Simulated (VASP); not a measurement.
An input for Ansatz (written as the equivalent of a VASP run, and not itself run):

Ansatz 0.2 input:
```yaml
crystal:
  lattice:
    - [4.8599093, 0.0000000, 0.0000000]
    - [0.0000000, 4.8599093, 0.0000000]
    - [0.0000000, 0.0000000, 4.8599093]
  atoms:
    - { symbol: Si, position: [0.5000000, 0.5000000, 0.5000000] }
    - { symbol: Si, position: [0.0000000, 0.0000000, 0.0000000] }
    - { symbol: Mo, position: [0.2500000, 0.0000000, 0.5000000] }
    - { symbol: Mo, position: [0.5000000, 0.2500000, 0.0000000] }
    - { symbol: Mo, position: [0.5000000, 0.7500000, 0.0000000] }
    - { symbol: Mo, position: [0.7500000, 0.0000000, 0.5000000] }
    - { symbol: Mo, position: [0.0000000, 0.5000000, 0.7500000] }
    - { symbol: Mo, position: [0.0000000, 0.5000000, 0.2500000] }
kpoints:
  mp_grid: { grid: [6, 6, 6] }
hamiltonian:
  xc: pbesol
  pseudopotentials: { kind: paw }
scf:
  occupations: { method: methfessel_paxton, width: 0.1 }
  max_iter: 100
relax:
  max_steps: 40
  f_tol: 0.02
  cell: {}
output: { forces: true, stress: true, eigenvalues: true }
```

Question: Translate this input to VASP (INCAR, KPOINTS, POSCAR, choice of POTCAR).

Answer: Several could match; the one computed here: 
File POSCAR:
```
Mo3Si
1
    4.8599092571    -0.0000000000    -0.0000000000
    0.0000000000     4.8599092571     0.0000000000
    0.0000000000     0.0000000000     4.8599092571
Si Mo
2 6
Direct
  0.5000000000   0.5000000000   0.5000000000
  0.0000000000   0.0000000000   0.0000000000
  0.2500000000   0.0000000000   0.5000000000
  0.5000000000   0.2500000000   0.0000000000
  0.5000000000   0.7500000000   0.0000000000
  0.7500000000   0.0000000000   0.5000000000
  0.0000000000   0.5000000000   0.7500000000
  0.0000000000   0.5000000000   0.2500000000
```

### INCAR
```
! general
SYSTEM  = Mo3Si
PREC    = Accurate
ENCUT   = 500
LREAL   = .FALSE.
LASPH   = .TRUE.

! electronic loop
EDIFF   = 1E-6
NELM    = 100
ALGO    = Normal
LMAXMIX = 4

! smearing
ISMEAR  = 1
SIGMA   = 0.1

! functional
GGA     = PS

! ions
IBRION  = 2
NSW     = 40
ISIF    = 3
EDIFFG  = -0.02

! output
LWAVE   = .FALSE.
LCHARG  = .FALSE.
```

KPOINTS:
```
Automatic mesh
0
Gamma
6 6 6
0 0 0
```

POTCAR, in this order: Si Mo_sv (PBE.64 set). Program: vasp_std.

Limits of the translation: each code has its own PAW files, so the cut-off isn't converted (ENCUT is set for VASP's; basis.ecutwfc is left out, and Ansatz then takes the one that its files recommend); Ansatz stops its SCF on the density residual and VASP on the energy change (EDIFF).

The compound is Mo3Si in the A15 structure. This run relaxes it. Symmetry was kept, so distortions that lower it aren't found.
